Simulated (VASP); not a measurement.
The system is WSe2.

```
W Se
1.0
     3.18866    0.00000    0.00000
    -1.59433    2.76146    0.00000
     0.00000    0.00000   12.56056
W Se
2 4
Direct
  0.33333 0.66667 0.25000
  0.66667 0.33333 0.75000
  0.33333 0.66667 0.61973
  0.66667 0.33333 0.11973
  0.33333 0.66667 0.88027
  0.66667 0.33333 0.38027
```

The cell isn't the ideal one: a relaxed cell with its volume scaled by 0.94.

- Program: VASP 6.6.1
- Task: relaxation of shape and atoms at fixed volume
- Functional: LDA
- Potentials or basis: VASP PAW LDA potentials, release 64 (W_sv, Se)
- Cutoff: 600 eV
- k mesh: 9 × 9 × 2
- Occupations: gaussian, width 0.03 eV
- Spin: no spin polarisation

At the start: pressure 10.8 GPa; volume 18.43 Å³/atom.

Where does the relaxation end?

Over 8 steps the energy falls by 25.0 meV/atom; space group P6_3/mmc (No. 194, to 0.05 Å).

The path:
| step | energy change (eV) | largest force (eV/Å) | pressure (GPa) |
| --- | --- | --- | --- |
| 1 | 0.0000 | 1.1547 | 10.84 |
| 2 | -0.1022 | 0.1247 | 4.62 |
| 3 | -0.1073 | 0.0942 | 5.69 |
| 4 | -0.1426 | 0.0546 | 4.66 |
| 5 | -0.1502 | 0.0203 | 3.99 |
| 6 | -0.1502 | 0.0184 | 3.96 |
| 7 | -0.1502 | 0.0148 | 3.81 |
| 8 | -0.1502 | 0.0009 | 3.86 |

Final structure:
```xyz
6
Lattice="3.2193 0.0000 0.0000 -1.6097 2.7880 0.0000 0.0000 0.0000 12.3222" Properties=species:S:1:pos:R:3 pbc="T T T"
W     0.0000    1.8587    3.0806
W     1.6097    0.9293    9.2417
Se    0.0000    1.8587    7.5657
Se    1.6097    0.9293    1.4046
Se    0.0000    1.8587   10.9176
Se    1.6097    0.9293    4.7565
```
